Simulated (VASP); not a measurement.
Here is the system:

```
CELL_PARAMETERS angstrom
     -2.78229     2.78229     2.78229
      2.78229    -2.78229     2.78229
      2.78229     2.78229    -2.78229
ATOMIC_POSITIONS crystal
  Rb 0.00000 0.00000 0.00000
```

Method: PBE GGA with D3 dispersion (zero damping), VASP's PBE PAW potentials (set 64) (plane waves; VASP). Numerical set-up: 520 eV cut-off, 9×9×9 Γ-centred mesh, first-order Methfessel-Paxton smearing of 0.10 eV, potentials Rb_sv.

Problem. Predict the energy per atom (σ→0), band gap (on the k-mesh) with the smallest direct gap where there is one.

Solution. 
| Property | Value |
|---|---|
| band gap (on the k-mesh) | none (metal, semimetal or under 0.01 eV) |
| energy per atom (σ→0) | -1.066 eV/atom |

The compound is Rb in the bcc structure. This cell is one point of a volume scan, at 0.97 of the reference volume.
